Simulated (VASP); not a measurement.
An input for Ansatz (written as the equivalent of a VASP run, and not itself run):

Ansatz 0.2 input:
```yaml
crystal:
  lattice:
    - [0.0000000, 2.9357030, 2.9357030]
    - [2.9357030, 0.0000000, 2.9357030]
    - [2.9357030, 2.9357030, 0.0000000]
  atoms:
    - { symbol: Hg, position: [0.0000000, 0.0000000, 0.0000000] }
    - { symbol: Se, position: [0.2500000, 0.2500000, 0.2500000] }
kpoints:
  mp_grid: { grid: [11, 11, 11] }
hamiltonian:
  xc: pbesol
  pseudopotentials: { kind: paw }
scf:
  occupations: { method: methfessel_paxton, width: 0.1 }
  max_iter: 100
relax:
  max_steps: 40
  f_tol: 0.02
  cell: { p_target: 20 }
output: { forces: true, stress: true, eigenvalues: true }
```

Question: Write the VASP files for the same calculation (PBEsol).

Answer: Several could match; the one computed here: 
### INCAR
```
SYSTEM = HgSe
PREC = Accurate
ENCUT = 500
EDIFF = 1E-6
NELM = 100
ALGO = Normal
LREAL = .FALSE.
LASPH = .TRUE.
ISMEAR = 1
SIGMA = 0.1
GGA = PS
LMAXMIX = 6
LWAVE = .FALSE.
LCHARG = .FALSE.
IBRION = 2
ISIF = 3
NSW = 40
EDIFFG = -0.02
PSTRESS = 200
```

File POSCAR:
```
HgSe
1
    0.0000000000     2.9357030370     2.9357030370
    2.9357030370     0.0000000000     2.9357030370
    2.9357030370     2.9357030370     0.0000000000
Hg Se
1 1
Direct
  0.0000000000   0.0000000000   0.0000000000
  0.2500000000   0.2500000000   0.2500000000
```

File KPOINTS:
```
K-points
0
Gamma
 11 11 11
0 0 0
```

POTCAR, in this order: Hg Se (PBE.64 set). Program: vasp_std.

The two are equivalent in intent, not identical: each code has its own PAW files, so the cut-off isn't converted (ENCUT is set for VASP's; basis.ecutwfc is left out, and Ansatz then takes the one that its files recommend); Ansatz stops its SCF on the density residual and VASP on the energy change (EDIFF).

The structure was generated: HgSe was put into the zinc blende type (F-43m), which need not be its known phase. This run relaxes it under an external pressure of 20 GPa. Symmetry was kept, so distortions that lower it aren't found.
